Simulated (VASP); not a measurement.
An input for Quantum ESPRESSO's pw.x (written as the equivalent of a VASP run, and not itself run):

```
&CONTROL
  calculation = 'vc-relax'
  pseudo_dir = './pseudo'
  outdir = './out'
  tprnfor = .true.
  tstress = .true.
  nstep = 40
  forc_conv_thr = 0.00078
/
&SYSTEM
  ibrav = 0
  nat = 2
  ntyp = 2
  ecutwfc = 82
  occupations = 'smearing'
  smearing = 'gaussian'
  degauss = 0.003675
  input_dft = 'pbe'
/
&ELECTRONS
  conv_thr = 7.3e-08
  electron_maxstep = 100
/
&IONS
/
&CELL
  press = 50
/
ATOMIC_SPECIES
  Ag 107.868 Ag.upf
  I 126.904 I.upf
CELL_PARAMETERS angstrom
     0.0000000    3.3117654    3.3117654
     3.3117654    0.0000000    3.3117654
     3.3117654    3.3117654    0.0000000
ATOMIC_POSITIONS crystal
  Ag   0.0000000  0.0000000  0.0000000
  I    0.2500000  0.2500000  0.2500000
K_POINTS automatic
  7 7 7 0 0 0
```

### Question
Write the VASP files for the same calculation (PBE).

### Answer
This is not unique; one that fits is 
### KPOINTS
```
Automatic mesh
0
Gamma
7 7 7
0 0 0
```

**POSCAR**
```
AgI
1
    0.0000000000     3.3117654181     3.3117654181
    3.3117654181     0.0000000000     3.3117654181
    3.3117654181     3.3117654181     0.0000000000
Ag I
1 1
Direct
  0.0000000000   0.0000000000   0.0000000000
  0.2500000000   0.2500000000   0.2500000000
```

**INCAR**
```
# general
SYSTEM  = AgI
PREC    = Accurate
ENCUT   = 500   # plane-wave cut-off (eV)
LREAL   = F   # projection in real space or not
LASPH   = T

# electronic loop
EDIFF   = 1E-6
NELM    = 100   # most electronic steps
ALGO    = Normal   # blocked Davidson
LMAXMIX = 4

# smearing
ISMEAR  = 0   # Gaussian
SIGMA   = 0.05   # width (eV)

# functional
GGA     = PE   # PBE

# ions
IBRION  = 2   # conjugate gradients
NSW     = 40
ISIF    = 3
EDIFFG  = -0.02   # ionic stop
PSTRESS = 50

# output
LWAVE   = F
LCHARG  = F
```

POTCAR, in this order: Ag I (PBE.64 set). Program: vasp_std.

The two are equivalent in intent, not identical: the potentials are each code's own (VASP's PAW set, PseudoDojo norm-conserving files in pw.x), so ENCUT and ecutwfc are chosen apart and not converted; conv_thr bounds pw.x's estimated SCF error, while EDIFF bounds the energy change between steps; forc_conv_thr acts on force components and is met together with etot_conv_thr.

The compound is AgI in the zinc blende structure, whereas wurtzite is the usual form. This run relaxes it under an external pressure of 5 GPa. Symmetry was kept, so distortions that lower it aren't found.
